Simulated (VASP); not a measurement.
OSZICAR of a VASP run on PtSe2 (atoms displaced from the space group 164 structure):

### OSZICAR
```
       N       E                     dE             d eps       ncg     rms          rms(c)
DAV:   1     0.120271136767E+03    0.12027E+03   -0.10565E+04  2288   0.135E+03
DAV:   2    -0.965300455084E+01   -0.12992E+03   -0.12688E+03  2882   0.242E+02
DAV:   3    -0.148891913459E+02   -0.52362E+01   -0.52061E+01  2889   0.515E+01
DAV:   4    -0.149312081939E+02   -0.42017E-01   -0.42006E-01  2700   0.497E+00
DAV:   5    -0.149316939863E+02   -0.48579E-03   -0.48578E-03  2931   0.506E-01    0.131E+01
DAV:   6    -0.143676878107E+02    0.56401E+00   -0.48985E+00  2301   0.220E+01    0.795E+00
DAV:   7    -0.141779357975E+02    0.18975E+00   -0.93369E-01  2322   0.105E+01    0.396E+00
DAV:   8    -0.141600536270E+02    0.17882E-01   -0.61703E-02  2455   0.191E+00    0.862E-01
DAV:   9    -0.141569698747E+02    0.30838E-02   -0.10216E-02  2637   0.111E+00    0.176E-01
DAV:  10    -0.141571470691E+02   -0.17719E-03   -0.12510E-03  2672   0.292E-01    0.458E-02
DAV:  11    -0.141571605920E+02   -0.13523E-04   -0.78099E-05  2875   0.929E-02    0.214E-02
DAV:  12    -0.141571614359E+02   -0.84392E-06   -0.17204E-05  2574   0.372E-02    0.344E-03
DAV:  13    -0.141571619473E+02   -0.51141E-06   -0.85169E-07  2197   0.705E-03
   1 F= -.14157162E+02 E0= -.14156469E+02  d E =-.138613E-02
```

Which electronic solver shows in the log?

It is blocked Davidson (ALGO = Normal, or the opening steps of other solvers). The INCAR had ALGO = Normal.

Can the final energy be trusted as converged?

The run converged. It stopped with EDIFF = 1E-6, NELM = 100 (PBE GGA, plane waves, VASP's PBE PAW potentials (set 64)).

The compound is PtSe2 in the 1T layered structure. The cell was not relaxed at this level, atoms are displaced from their ideal sites. The k-mesh is coarse (spacing up to 0.33 per Å, 2π included), so the numbers may not be converged in it. The run is one of a series of settings (ENCUT = 550 against the base run), some of them coarse on purpose.
